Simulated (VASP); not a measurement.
All values below come from TPSS meta-GGA, VASP's PBE PAW potentials (set 64) (plane waves; VASP 6.6.1).

VASP ran on this input.

INCAR:
```
! general
SYSTEM  = Pt
PREC    = Accurate
ENCUT   = 520   ! plane-wave cut-off (eV)
LREAL   = .False.   ! projection in real space or not
LASPH   = .True.   ! aspherical one-centre terms

! electronic loop
EDIFF   = 1E-7
NELM    = 100   ! most electronic steps
ALGO    = Normal   ! blocked Davidson
LMAXMIX = 6   ! l cut-off of mixed one-centre charges
LMIXTAU = .True.

! smearing
ISMEAR  = 1   ! Methfessel-Paxton
SIGMA   = 0.1   ! width (eV)

! functional
METAGGA = TPSS

! ions
ISIF    = 2

! output
LWAVE   = .False.
LCHARG  = .False.
```

File KPOINTS:
```
Automatic mesh
0
Gamma
16 16 16
0 0 0
```

### POSCAR
```
Pt
1
    0.0000000000     1.9318819308     1.9318819308
    1.9318819308     0.0000000000     1.9318819308
    1.9318819308     1.9318819308     0.0000000000
Pt
1
Direct
  0.0000000000   0.0000000000   0.0000000000
```

POTCAR, in this order: Pt (PBE.64 set). Program: vasp_std.

What VASP printed:

### OSZICAR
```
       N       E                     dE             d eps       ncg     rms          rms(c)
DAV:   1     0.541904459299E+02    0.54190E+02   -0.61255E+03  2706   0.119E+03
DAV:   2     0.973014387718E+00   -0.53217E+02   -0.50848E+02  2961   0.250E+02
DAV:   3    -0.326878030455E-02   -0.97628E+00   -0.94211E+00  3647   0.360E+01
DAV:   4    -0.129579722341E-01   -0.96892E-02   -0.96832E-02  3553   0.354E+00
DAV:   5    -0.131056938317E-01   -0.14772E-03   -0.14771E-03  3790   0.352E-01    0.176E+01
DAV:   6    -0.672462103786E+01   -0.67115E+01   -0.69602E+00  2614   0.367E+01    0.776E+00
DAV:   7    -0.585195425664E+01    0.87267E+00   -0.33123E+00  2692   0.174E+01    0.309E+00
DAV:   8    -0.658511556242E+01   -0.73316E+00   -0.29534E-01  2676   0.637E+00    0.103E+00
DAV:   9    -0.659474101748E+01   -0.96255E-02   -0.20435E-02  3105   0.131E+00    0.405E-01
DAV:  10    -0.659859125576E+01   -0.38502E-02   -0.16964E-02  2761   0.127E+00    0.495E-02
DAV:  11    -0.659904788416E+01   -0.45663E-03   -0.29117E-04  2713   0.203E-01    0.379E-02
DAV:  12    -0.659911539867E+01   -0.67515E-04   -0.30471E-04  2691   0.168E-01    0.160E-02
DAV:  13    -0.659912231675E+01   -0.69181E-05   -0.14807E-05  2755   0.468E-02    0.431E-03
DAV:  14    -0.659912396233E+01   -0.16456E-05   -0.28830E-06  2820   0.143E-02    0.617E-04
DAV:  15    -0.659912380833E+01    0.15400E-06   -0.75652E-08  1550   0.261E-03    0.213E-04
DAV:  16    -0.659912378582E+01    0.22514E-07   -0.79320E-09  1363   0.111E-03
   1 F= -.65991238E+01 E0= -.65988921E+01  d E =-.694921E-03
```

### OUTCAR
```
------------------------ aborting loop because EDIFF is reached ----------------------------------------
  FORCE on cell =-STRESS in cart. coord.  units (eV):
  Direction    XX          YY          ZZ          XY          YZ          ZX
  --------------------------------------------------------------------------------------
  Total        1.7951529      1.7951529      1.7951529      0.0000000     -0.0000000      0.0000000
  in kB      199.4528709    199.4528709    199.4528709      0.0000000     -0.0000000      0.0000000
  external PRESSURE =     199.4528709 kB  Pullay stress =       0.0000000 kB
  volume of cell :       14.42
      direct lattice vectors                 reciprocal lattice vectors
     0.000000000  1.931881931  1.931881931    -0.258814989  0.258814989  0.258814989
     1.931881931  0.000000000  1.931881931     0.258814989 -0.258814989  0.258814989
     1.931881931  1.931881931  0.000000000     0.258814989  0.258814989 -0.258814989
 POSITION                                       TOTAL-FORCE (eV/Angst)
 -----------------------------------------------------------------------------------
      0.00000      0.00000      0.00000         0.000000      0.000000     -0.000000
 -----------------------------------------------------------------------------------
    total drift:                               -0.000000     -0.000000     -0.000000
  FREE ENERGIE OF THE ION-ELECTRON SYSTEM (eV)
  ---------------------------------------------------
  free  energy   TOTEN  =        -6.5991237858 eV

  energy  without entropy=       -6.5984288653  energy(sigma->0) =       -6.59889215
```
(Selected blocks of OUTCAR.)

The compound is Pt in the fcc structure. This cell is one point of a volume scan, at 0.94 of the reference volume.
